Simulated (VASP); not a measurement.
Calculation: r2SCAN meta-GGA, VASP's PBE PAW potentials (set 64) (plane waves; VASP).

A VASP calculation is set up with these files.

INCAR:
```
# general
SYSTEM =Sc
PREC   =Normal
ENCUT  =400   # plane-wave cut-off (eV)
LREAL  =F
LASPH  =T   # aspherical one-centre terms

# electronic loop
EDIFF  =1E-5   # SCF stop (eV)
NELM   =100   # most electronic steps
NELMIN =4
ALGO   =Normal
LMAXMIX=4   # l cut-off of mixed one-centre charges
LMIXTAU=T

# smearing
ISMEAR =1
SIGMA  =0.1   # width (eV)

# functional
METAGGA=R2SCAN

# ions
IBRION =2   # conjugate gradients
NSW    =20
ISIF   =2   # forces and stress, cell fixed
EDIFFG =-0.03   # ionic stop

# output
LWAVE  =F
LCHARG =F
```

**KPOINTS**
```
Automatic mesh
0
Gamma
14 14 8
0 0 0
```

File POSCAR:
```
Sc
1
    3.3314318310     0.0000000000     0.0000000000
   -1.6657159155     2.8851045084     0.0000000000
    0.0000000000     0.0000000000     5.1887150662
Sc
2
Direct
  0.6666670000   0.3333330000   0.7500000000
  0.3333330000   0.6666670000   0.2500000000
```

POTCAR, in this order: Sc_sv (PBE.64 set). Program: vasp_std.

The run wrote:

OUTCAR:
```
 ion  position               nearest neighbor table
   1  0.667  0.333  0.750-   2 3.23   2 3.23   2 3.23   2 3.23   2 3.23   2 3.23
   2  0.333  0.667  0.250-   1 3.23   1 3.23   1 3.23   1 3.23   1 3.23   1 3.23
  LATTYP: Found a hexagonal cell.
 ALAT       =     3.3314318310
 C/A-ratio  =     1.5575029985
 Subroutine PRICEL returns:
 Original cell was already a primitive cell.
 Subroutine GETGRP returns: Found 24 space group operations
The static configuration has the point symmetry D_3d.
 The point group associated with its full space group is D_6h.
The dynamic configuration has the point symmetry D_3d.
 Subroutine INISYM returns: Found 24 space group operations
 Subroutine IBZKPT returns following result:
 Found    120 irreducible k-points:

 Following reciprocal coordinates:
            Coordinates               Weight
  0.000000  0.000000  0.000000      1.000000
  0.071429  0.000000  0.000000      6.000000
  0.142857 -0.000000  0.000000      6.000000
  0.214286  0.000000  0.000000      6.000000
  0.285714 -0.000000  0.000000      6.000000
  0.357143  0.000000  0.000000      6.000000
  0.428571  0.000000  0.000000      6.000000
...
```

**OSZICAR**
```
       N       E                     dE             d eps       ncg     rms          rms(c)
DAV:   1     0.347028222208E+03    0.34703E+03   -0.10304E+04  3656   0.131E+03
DAV:   2    -0.855697086382E+01   -0.35559E+03   -0.35067E+03  4992   0.685E+02
DAV:   3    -0.286216750454E+02   -0.20065E+02   -0.19393E+02  6014   0.180E+02
DAV:   4    -0.289413087197E+02   -0.31963E+00   -0.30350E+00  5537   0.206E+01
DAV:   5    -0.289466573575E+02   -0.53486E-02   -0.53471E-02  5979   0.256E+00    0.975E+00
DAV:   6    -0.235890351365E+02    0.53576E+01   -0.73119E+00  4055   0.437E+01    0.202E+00
DAV:   7    -0.216397414140E+02    0.19493E+01   -0.14201E+00  4698   0.110E+01    0.977E-01
DAV:   8    -0.231819182822E+02   -0.15422E+01   -0.70325E-01  4307   0.694E+00    0.677E-01
DAV:   9    -0.227595587856E+02    0.42236E+00   -0.43955E-01  3642   0.754E+00    0.283E-01
DAV:  10    -0.226709480164E+02    0.88611E-01   -0.61661E-02  4749   0.334E+00    0.185E-01
DAV:  11    -0.227281963741E+02   -0.57248E-01   -0.13478E-02  4314   0.131E+00    0.151E-01
DAV:  12    -0.227044063426E+02    0.23790E-01   -0.91167E-03  3792   0.105E+00    0.382E-02
DAV:  13    -0.227102364428E+02   -0.58301E-02   -0.27303E-03  4914   0.654E-01    0.532E-02
DAV:  14    -0.227096438997E+02    0.59254E-03   -0.86948E-05  4897   0.134E-01    0.522E-02
DAV:  15    -0.227088622715E+02    0.78163E-03   -0.67332E-05  3788   0.867E-02    0.469E-02
DAV:  16    -0.227079456452E+02    0.91663E-03   -0.38629E-04  3670   0.202E-01    0.151E-02
DAV:  17    -0.227079403104E+02    0.53348E-05   -0.11726E-05  3109   0.514E-02
   1 F= -.22707940E+02 E0= -.22707842E+02  d E =-.227079E+02
```

OUTCAR:
```
------------------------ aborting loop because EDIFF is reached ----------------------------------------
  FORCE on cell =-STRESS in cart. coord.  units (eV):
  Direction    XX          YY          ZZ          XY          YZ          ZX
  --------------------------------------------------------------------------------------
  Total        0.0090340      0.0090340      0.0446417     -0.0000000     -0.0000000      0.0000000
  in kB        0.2902268      0.2902268      1.4341635     -0.0000000     -0.0000000      0.0000000
  external PRESSURE =       0.6715390 kB  Pullay stress =       0.0000000 kB
  volume of cell :       49.87
      direct lattice vectors                 reciprocal lattice vectors
     3.331431831  0.000000000  0.000000000     0.300171233  0.173303947  0.000000000
    -1.665715916  2.885104508  0.000000000     0.000000000  0.346607895  0.000000000
     0.000000000  0.000000000  5.188715066     0.000000000  0.000000000  0.192725942
 POSITION                                       TOTAL-FORCE (eV/Angst)
 -----------------------------------------------------------------------------------
      1.66572      0.96170      3.89154        -0.000000     -0.000000      0.000000
     -0.00000      1.92340      1.29718         0.000000      0.000000      0.000000
 -----------------------------------------------------------------------------------
    total drift:                               -0.000663      0.000237     -0.000014
  FREE ENERGIE OF THE ION-ELECTRON SYSTEM (eV)
  ---------------------------------------------------
  free  energy   TOTEN  =       -22.7079403104 eV

  energy  without entropy=      -22.7076445252  energy(sigma->0) =      -22.70784172

 reached required accuracy - stopping structural energy minimisation
```
(Selected blocks of OUTCAR.)

File OUTCAR:
```
 val. band max:        3.6544924426   @ k =   0.2143   0.2143   0.2500

 cond. band min:       3.6562576189   @ k =   0.3571   0.0000   0.3750


 Fermi energy:         3.6555809449

 k-point     1 :       0.0000    0.0000    0.0000
  band No.  band energies     occupation
      1     -47.8928      2.00000
      2     -47.8227      2.00000
      3     -25.7558      2.00000
      4     -25.4072      2.00000
      5     -25.4071      2.00000
      6     -25.3415      2.00000
      7     -25.3415      2.00000
      8     -25.3198      2.00000
      9      -1.8217      2.00000
     10       1.9732      2.00000
     11       4.0986     -0.00000
     12       5.4419     -0.00000
     13       5.4421     -0.00000
     14       5.7184      0.00000
     15       5.9192      0.00000

 k-point     2 :       0.0714    0.0000    0.0000
  band No.  band energies     occupation
      1     -47.8908      2.00000
      2     -47.8219      2.00000
      3     -25.7490      2.00000
      4     -25.4199      2.00000
      5     -25.4116      2.00000
      6     -25.3550      2.00000
      7     -25.3431      2.00000
      8     -25.3229      2.00000
      9      -1.7062      2.00000
     10       2.0681      2.00000
     11       4.0150     -0.00000
     12       5.2235     -0.00000
     13       5.5248     -0.00000
     14       5.8319      0.00000
     15       5.8842      0.00000

 k-point     3 :       0.1429   -0.0000    0.0000
  band No.  band energies     occupation
      1     -47.8840      2.00000
      2     -47.8196      2.00000
      3     -25.7296      2.00000
      4     -25.4558      2.00000
      5     -25.4238      2.00000
      6     -25.3921      2.00000
      7     -25.3478      2.00000
      8     -25.3323      2.00000
      9      -1.3675      2.00000
     10       2.3310      2.00000
     11       3.8073     -0.05377
     12       4.8331     -0.00000
     13       5.6431     -0.00000
     14       5.7671      0.00000
     15       5.9057      0.00000
...
```

The compound is Sc in the hcp structure. It was relaxed first.
